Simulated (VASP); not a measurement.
A convergence study with VASP on KTaO3 (cubic perovskite): one setting is varied, all else stays as given below, so the limit is that of these other settings. Each run relaxes cell and ions from the cell shown. The basis is that of the starting cell, so low cut-offs carry a Pulay error.

```
CELL_PARAMETERS angstrom
      3.99000     0.00000     0.00000
      0.00000     3.99000     0.00000
      0.00000     0.00000     3.99000
ATOMIC_POSITIONS crystal
  K  0.00000 0.00000 0.00000
  Ta 0.50000 0.50000 0.50000
  O  0.50000 0.00000 0.50000
  O  0.00000 0.50000 0.50000
  O  0.50000 0.50000 0.00000
```

The numbers are results of PBE GGA, VASP's PBE PAW potentials (set 64) (plane waves; VASP), not measurements. The tightest run used: 800 eV cut-off, 4×4×4 Γ-centred mesh, Gaussian smearing of 0.050 eV, potentials K_sv Ta_pv O.

Unless said otherwise, spin-orbit coupling is left out, though it shifts the bands of the heavy elements here. Gaps are read on the run's mesh, which can miss a band edge.

Task: The settings run are ENCUT = 250; ENCUT = 300; ENCUT = 350; ENCUT = 400; ENCUT = 450; ENCUT = 500; ENCUT = 550; ENCUT = 600; ENCUT = 650; ENCUT = 700; ENCUT = 750; ENCUT = 800. From which on does the relaxed volume stay within 0.1 Å³/atom of the tightest run?

Result: From ENCUT = 450 on: it is off by 0.083 there and by no more than 0.1 in any finer run, while ENCUT = 400 is off by 0.305.
```tsv
setting	relaxed volume (Å³/atom)	E (eV/atom)	gap on the mesh (eV)	plane waves	difference judged (Å³/atom)
ENCUT = 250	10.731	-8.8878	2.592	587	2.347
ENCUT = 300	11.640	-8.3922	2.334	768	1.437
ENCUT = 350	12.324	-8.2377	2.249	968	0.754
ENCUT = 400	12.773	-8.2147	2.145	1189	0.305
ENCUT = 450	12.995	-8.2087	2.107	1406	0.083
ENCUT = 500	13.071	-8.2079	2.092	1640	0.006
ENCUT = 550	13.080	-8.2085	2.090	1877	0.002
ENCUT = 600	13.071	-8.2094	2.093	2176	0.007
ENCUT = 650	13.064	-8.2104	2.095	2440	0.013
ENCUT = 700	13.065	-8.2114	2.095	2721	0.012
ENCUT = 750	13.071	-8.2121	2.095	3016	0.007
ENCUT = 800	13.078	-8.2126	2.094	3294	0.000
```

Left out are rungs that failed or repeat a setting and relaxations that didn't move; long series are thinned to 24 rows.

The compound is KTaO3 in the cubic perovskite structure.
